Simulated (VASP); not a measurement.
Ta: relaxation of cell and atoms with PBE

Crystal: Ta.

```
Ta
1.0
    -1.65912    1.65912    1.65912
     1.65912   -1.65912    1.65912
     1.65912    1.65912   -1.65912
Ta
1
Direct
  0.00000 0.00000 0.00000
```

```json
{"Program": "VASP 6.6.1", "Task": "relaxation of cell and atoms", "Functional": "PBE", "Potentials or basis": "VASP PAW PBE potentials, release 64 (Ta_pv)", "Cutoff": "350 eV", "k mesh": "18 × 18 × 18", "Occupations": "gaussian, width 0.1 eV", "Spin": "no spin polarisation", "Further INCAR settings": "ALGO = Fast; EDIFF = 1e-07; IBRION = 2; EDIFFG = -0.002; NSW = 80; ISIF = 3"}
```

```json
{"Pressure after relaxing": "0.0 GPa", "Band gap on the k mesh": "none (metal or under the smearing width)"}
```

Final structure:
```yaml
crystal:
  lattice:
    - [-1.65912, 1.65912, 1.65912]
    - [1.65912, -1.65912, 1.65912]
    - [1.65912, 1.65912, -1.65912]
  atoms:
    - { symbol: Ta, position: [0.00000, 0.00000, 0.00000] }
```

Levels at points of the mesh, in eV from the Fermi level:
```
           k point  band 2  band 3  band 4  band 5  band 6  band 7  band 8  band 9
(0.00, 0.00, 0.00)  -33.14  -33.14   -7.87    0.73    0.73    0.73    3.95    3.95
(0.50, 0.00, 0.00)  -33.50  -33.14   -4.32   -1.51    1.51    3.82    4.83    7.65
(0.50, 0.50, 0.50)  -33.92  -33.92   -3.73   -3.73    6.71    6.71    6.71    8.52
```

Run time: 8.2 s on 1 thread of Intel(R) Xeon(R) 6975P-C (Granite Rapids), with other jobs on the host, peak memory 0.13 GiB.

Caveat: the relaxation stopped at its first step, so nothing moved. Spin-orbit coupling is left out, which matters for the levels of Ta.
